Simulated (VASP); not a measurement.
# What goes wrong when the gap of SiC (Moissanite) is computed with a bad input, part 2 of 2

Some runs for the gap of SiC (Moissanite) get a fault in the input on purpose. Which of them show, and how? The starting structure is a measured crystal structure from the Crystallography Open Database. The atoms were first relaxed with LDA in that cell, in a run that isn't shown, and the relaxed structure is the one below.

VASP 6.6.1.

Results so far: reference 1.962 eV.

## (4) Bands with no empty bands

Level of this step: LDA; plane waves and PAW (Si, C) (VASP).

A slip made on purpose: no empty bands. Against step 2 the input has NBANDS = 24 and no band path (also changed: NELM).

INCAR

```
SYSTEM = SiC
PREC = Accurate
ENCUT = 460
EDIFF = 1E-06
NELM = 60
ISMEAR = 0
SIGMA = 0.03
LREAL = .FALSE.
ALGO = Normal
GGA = CA
NBANDS = 24
LORBIT = 11
LWAVE = .FALSE.
LCHARG = .FALSE.
KPAR = 16
LASPH = .TRUE.
```

POSCAR

```
SiC
1.0
    3.0810000000      0.0000000000      0.0000000000
   -1.5405000000      2.6682242691      0.0000000000
    0.0000000000      0.0000000000     15.1248000000
Si C
6 6
Direct
    0.3333333333      0.6666666667      0.8329767768
    0.6666666667      0.3333333333      0.3329767768
    0.6666666667      0.3333333333      0.6664786226
    0.3333333333      0.6666666667      0.1664786226
    0.0000000000      0.0000000000      0.4997322438
    0.0000000000      0.0000000000      0.9997322438
    0.0000000000      0.0000000000      0.8743897379
    0.0000000000      0.0000000000      0.3743897379
    0.3333333333      0.6666666667      0.7079995827
    0.6666666667      0.3333333333      0.2079995827
    0.6666666667      0.3333333333      0.5415230361
    0.3333333333      0.6666666667      0.0415230361
```

KPOINTS

```
Automatic mesh
0
Gamma
9 9 2
0 0 0
```

The projector-augmented-wave data sets are Si and C (LDA family, release 64).

On the command line:

```bash
mpirun -np 16 vasp_std
```

What it wrote:

```text
[... set-up lines as in an earlier step ...]
 entering main loop
       N       E                     dE             d eps       ncg     rms          rms(c)
DAV:   1     0.180457803871E+03    0.18046E+03   -0.21189E+04  1152   0.162E+03
DAV:   2    -0.967032390557E+02   -0.27716E+03   -0.27716E+03  1608   0.273E+02
DAV:   3    -0.111546017596E+03   -0.14843E+02   -0.14843E+02  1200   0.726E+01
DAV:   4    -0.111997518988E+03   -0.45150E+00   -0.45150E+00  1240   0.130E+01
[...]
DAV:  11    -0.998455427133E+02   -0.45791E-05   -0.67090E-05  1296   0.532E-02    0.323E-02
DAV:  12    -0.998455363154E+02    0.63979E-05   -0.19335E-05  1192   0.228E-02    0.111E-02
DAV:  13    -0.998455361418E+02    0.17360E-06   -0.14663E-06   576   0.776E-03
 -----------------------------------------------------------------------------
|                                                                             |
|           W    W    AA    RRRRR   N    N  II  N    N   GGGG   !!!           |
|           W    W   A  A   R    R  NN   N  II  NN   N  G    G  !!!           |
|           W    W  A    A  R    R  N N  N  II  N N  N  G       !!!           |
|           W WW W  AAAAAA  RRRRR   N  N N  II  N  N N  G  GGG   !            |
|           WW  WW  A    A  R   R   N   NN  II  N   NN  G    G                |
|           W    W  A    A  R    R  N    N  II  N    N   GGGG   !!!           |
|                                                                             |
|     Your highest band is occupied at some k-points! Unless you are          |
|     performing a calculation for an insulator or semiconductor, without     |
|     unoccupied bands, you have included TOO FEW BANDS!! Please increase     |
|     the parameter NBANDS in file INCAR to ensure that the highest band      |
|     is unoccupied at all k-points. It is always recommended to include      |
|     a few unoccupied bands to accelerate the convergence of                 |
|     molecular-dynamics runs (even for insulators or semiconductors),        |
|     since the presence of unoccupied bands improves wavefunction            |
|     prediction and helps to suppress 'band-crossings'.                      |
|                                                                             |
 -----------------------------------------------------------------------------

   1 F= -.99845536E+02 E0= -.99845536E+02  d E =-.149342E-14
```

Wall time 5.6 s (16 MPI ranks of Intel Xeon 6975P-C (Granite Rapids), shared host); peak memory 3.5 GiB.

From OUTCAR (step 4):

```text
  Total       -3.4287209     -3.4287209     -3.5730350      0.0000000      0.0000000      0.0000000
  in kB      -44.1813570    -44.1813570    -46.0409406      0.0000000      0.0000000      0.0000000
  external PRESSURE =     -44.8012182 kB  Pullay stress =       0.0000000 kB

 POSITION                                       TOTAL-FORCE (eV/Angst)
 -----------------------------------------------------------------------------------
     -0.00000      1.77882     12.59861        -0.000000     -0.000000      0.000227
      1.54050      0.88941      5.03621        -0.000000     -0.000000      0.000227
      1.54050      0.88941     10.08036         0.000000     -0.000000      0.005110
     -0.00000      1.77882      2.51796        -0.000000      0.000000      0.005110
      0.00000      0.00000      7.55835        -0.000000      0.000000      0.001773
      0.00000      0.00000     15.12075        -0.000000     -0.000000      0.001773
      0.00000      0.00000     13.22497        -0.000000     -0.000000     -0.006713
      0.00000      0.00000      5.66257        -0.000000     -0.000000     -0.006713
     -0.00000      1.77882     10.70835         0.000000     -0.000000      0.000349
      1.54050      0.88941      3.14595         0.000000      0.000000      0.000349
      1.54050      0.88941      8.19043        -0.000000      0.000000     -0.000746
     -0.00000      1.77882      0.62803         0.000000     -0.000000     -0.000746
 -----------------------------------------------------------------------------------
    total drift:                                0.000000      0.000000      0.000291

  FREE ENERGIE OF THE ION-ELECTRON SYSTEM (eV)
  ---------------------------------------------------
  free  energy   TOTEN  =       -99.8455361418 eV

  energy  without entropy=      -99.8455361418  energy(sigma->0) =      -99.84553614

[... 1 part as in an earlier step ...]

[... 2 further parts left out ...]
[key lines of the parts left out:]
E-fermi :   8.2437
```

The run converges, yet it holds no empty band, so no gap can be read from it.

## (5) Bands with a cutoff far too low

A slip made on purpose: a cutoff far too low. Against step 2 the input has ENCUT = 180 (also changed: NELM).

INCAR, as its differences from that of step 4:

```diff
@@ -2,3 +2,3 @@
 PREC = Accurate
-ENCUT = 460
+ENCUT = 180
 EDIFF = 1E-06
@@ -10,3 +10,3 @@
 GGA = CA
-NBANDS = 24
+NBANDS = 52
 LORBIT = 11
```

POSCAR is that of step 4.

KPOINTS is that of step 4.

KPOINTS_OPT

```
Line mode
8
Line-mode
Reciprocal
  0.00000000   0.00000000   0.00000000 GAMMA
  0.50000000   0.00000000   0.00000000 M

  0.50000000   0.00000000   0.00000000 M
  0.33333333   0.33333333   0.00000000 K

  0.33333333   0.33333333   0.00000000 K
  0.00000000   0.00000000   0.00000000 GAMMA

  0.00000000   0.00000000   0.00000000 GAMMA
  0.00000000   0.00000000   0.50000000 A

  0.00000000   0.00000000   0.50000000 A
  0.50000000   0.00000000   0.50000000 L

  0.50000000   0.00000000   0.50000000 L
  0.33333333   0.33333333   0.50000000 H

  0.33333333   0.33333333   0.50000000 H
  0.00000000   0.00000000   0.50000000 A

  0.50000000   0.00000000   0.50000000 L
  0.50000000   0.00000000   0.00000000 M

  0.33333333   0.33333333   0.00000000 K
  0.33333333   0.33333333   0.50000000 H
```

On the command line:

```bash
mpirun -np 16 vasp_std
```

What it wrote:

```text
[... set-up lines as in an earlier step ...]
 entering main loop
       N       E                     dE             d eps       ncg     rms          rms(c)
DAV:   1     0.743540451257E+01    0.74354E+01   -0.97622E+03  2496   0.349E+02
DAV:   2    -0.103724630629E+03   -0.11116E+03   -0.10609E+03  3136   0.110E+02
DAV:   3    -0.107639926712E+03   -0.39153E+01   -0.38853E+01  3104   0.185E+01
DAV:   4    -0.107656149166E+03   -0.16222E-01   -0.16214E-01  3064   0.136E+00
[...]
DAV:  12    -0.100658977207E+03    0.48878E-05   -0.24717E-05  2936   0.172E-02    0.596E-03
DAV:  13    -0.100658976183E+03    0.10241E-05   -0.25953E-06  2636   0.595E-03    0.152E-03
DAV:  14    -0.100658976322E+03   -0.13935E-06   -0.12792E-07  1456   0.111E-03
   1 F= -.10065898E+03 E0= -.10065898E+03  d E =-.295401E-12
 Start KPOINTS_OPT (optional k-point list driver)
k-point batch [1-24\72]
       N       E                     dE             ncg
DAV:   1     0.520500529018E+04   -0.12969E+05     2496
DAV:   2     0.268875937101E+04   -0.25162E+04     3132
DAV:   3     0.259892497321E+04   -0.89834E+02     3152
DAV:   4     0.259854514886E+04   -0.37982E+00     3072
DAV:   5     0.259854307518E+04   -0.20737E-02     3084
DAV:   6     0.259854305745E+04   -0.17727E-04     3144
DAV:   7     0.259854305727E+04   -0.17900E-06     2492
[...]
k-point batch [49-72\72]
       N       E                     dE             ncg
DAV:   1     0.482788227642E+04   -0.18655E+05     2496
DAV:   2     0.239197887602E+04   -0.24359E+04     3132
DAV:   3     0.230910091762E+04   -0.82878E+02     3224
DAV:   4     0.230876802683E+04   -0.33289E+00     3076
DAV:   5     0.230876638832E+04   -0.16385E-02     3144
DAV:   6     0.230876637635E+04   -0.11976E-04     3092
DAV:   7     0.230876637623E+04   -0.11739E-06     2560
```

Elapsed: 6.2 s, on 16 MPI ranks; peak memory 2.5 GiB; 75 s of CPU time.

Parts of OUTCAR (step 5):

```text
  Total      -27.2820913    -27.2820913    -27.1824063      0.0000000     -0.0000000      0.0000000
  in kB     -351.5479519   -351.5479519   -350.2634435      0.0000000     -0.0000000      0.0000000
  external PRESSURE =    -351.1197824 kB  Pullay stress =       0.0000000 kB

 POSITION                                       TOTAL-FORCE (eV/Angst)
 -----------------------------------------------------------------------------------
     -0.00000      1.77882     12.59861         0.000000     -0.000000      0.001781
      1.54050      0.88941      5.03621         0.000000      0.000000      0.001781
      1.54050      0.88941     10.08036        -0.000000     -0.000000     -0.007752
     -0.00000      1.77882      2.51796         0.000000      0.000000     -0.007752
      0.00000      0.00000      7.55835         0.000000     -0.000000     -0.018651
      0.00000      0.00000     15.12075         0.000000      0.000000     -0.018651
      0.00000      0.00000     13.22497         0.000000      0.000000     -0.001351
      0.00000      0.00000      5.66257        -0.000000      0.000000     -0.001351
     -0.00000      1.77882     10.70835         0.000000     -0.000000     -0.012332
      1.54050      0.88941      3.14595        -0.000000     -0.000000     -0.012332
      1.54050      0.88941      8.19043         0.000000     -0.000000      0.038305
     -0.00000      1.77882      0.62803        -0.000000      0.000000      0.038305
 -----------------------------------------------------------------------------------
    total drift:                               -0.000001     -0.000001      0.000163

  FREE ENERGIE OF THE ION-ELECTRON SYSTEM (eV)
  ---------------------------------------------------
  free  energy   TOTEN  =      -100.6589763223 eV

  energy  without entropy=     -100.6589763223  energy(sigma->0) =     -100.65897632

[... 1 part as in an earlier step ...]

[... 2 further parts left out ...]
[key lines of the parts left out:]
E-fermi :   8.5319
```

With a cutoff far too low the gap is 1.722 eV, -0.241 eV from the reference.

## (6) Bands with a fixed density without a density file

A slip made on purpose: a fixed density without a density file. Against step 2 the input has ICHARG = 11 (also changed: NELM).

INCAR, as its differences from that of step 5:

```diff
@@ -2,3 +2,3 @@
 PREC = Accurate
-ENCUT = 180
+ENCUT = 460
 EDIFF = 1E-06
@@ -16 +16,2 @@
 LASPH = .TRUE.
+ICHARG = 11
```

POSCAR is that of step 5.

KPOINTS is that of step 5.

KPOINTS_OPT is that of step 5.

On the command line:

```bash
mpirun -np 16 vasp_std
```

What it wrote:

```text
[banner, memory and clock lines left out]
running   16 mpi-ranks, on    1 nodes
[...]
|                                                                             |
|           W    W    AA    RRRRR   N    N  II  N    N   GGGG   !!!           |
|           W    W   A  A   R    R  NN   N  II  NN   N  G    G  !!!           |
|           W    W  A    A  R    R  N N  N  II  N N  N  G       !!!           |
|           W WW W  AAAAAA  RRRRR   N  N N  II  N  N N  G  GGG   !            |
|           WW  WW  A    A  R   R   N   NN  II  N   NN  G    G                |
|           W    W  A    A  R    R  N    N  II  N    N   GGGG   !!!           |
|                                                                             |
|     For optimal performance we recommend to set                             |
|       NCORE = 2 up to number-of-cores-per-socket                            |
|     NCORE specifies how many cores store one orbital (NPAR=cpu/NCORE).      |
|     This setting can greatly improve the performance of VASP for DFT.       |
[...]
LDA part: xc-table for (Slater(with rela. corr.)+CA(PZ))
 , standard interpolation
 POSCAR, INCAR and KPOINTS ok, starting setup
[...]
WARNING: CHGCAR is incomplete
|                                                                             |
|     EEEEEEE  RRRRRR   RRRRRR   OOOOOOO  RRRRRR      ###     ###     ###     |
|     E        R     R  R     R  O     O  R     R     ###     ###     ###     |
|     E        R     R  R     R  O     O  R     R     ###     ###     ###     |
|     EEEEE    RRRRRR   RRRRRR   O     O  RRRRRR       #       #       #      |
|     E        R   R    R   R    O     O  R   R                               |
|     E        R    R   R    R   O     O  R    R      ###     ###     ###     |
|     EEEEEEE  R     R  R     R  OOOOOOO  R     R     ###     ###     ###     |
|                                                                             |
|     ERROR: charge density could not be read from file CHGCAR for            |
|     ICHARG>10                                                               |
|                                                                             |
|       ---->  I REFUSE TO CONTINUE WITH THIS SICK JOB ... BYE!!! <----       |
|                                                                             |

1
1
1
1
1
1
1
1
1
1
1
1
1
1
1
1
```

Elapsed: 8.2 s, on 16 MPI ranks.

VASP stopped with this message: “ERROR: charge density could not be read from file CHGCAR for ICHARG>10”.

## (7) All runs side by side

| run | ended | gap (eV) | change (eV) | core minutes |
| --- | --- | --- | --- | --- |
| reference | converged | 1.962 | - | 8.8 |
| too few electronic steps | not converged | - | - | 3.47 |
| no empty bands | converged | - | - | 1.49 |
| a cutoff far too low | converged | 1.722 | -0.241 | 1.65 |
| a fixed density without a density file | stopped by VASP | - | - | 2.19 |

Core minutes are wall time times ranks of the run shown, on a shared host.

## (8) Summary of results

| Quantity | Value |
| --- | --- |
| reference gap | 1.962 eV |
| gap with a cutoff far too low | 1.722 eV |
| run with too few electronic steps | not converged |
| run with no empty bands | converged |
| run with a fixed density without a density file | stopped by VASP |

VASP stopped by itself in the run with a fixed density without a density file. The run with too few electronic steps didn't converge. The run without empty bands converged, and still can't show a gap. Finished, but with signs in the output that stand out against the reference: a cutoff far too low, with the gap changed by -0.24 eV (signs: a stress of up to 35.2 GPa and forces of up to 0.04 eV/Å). Further runs on this material are not shown.

[Lines on the potential files, build, host, timing and source positions are cut from VASP's logs without a mark.]

[Logs are printed without paths, hosts, clocks, repeated set-up lines and the standing remarks that a program may print on its own settings, such as how far it seeks lower states.]

[Hosts, paths, dates, database ids (printed as entryN), source tags and the programs' standing remarks are cut or masked in the printed files.]
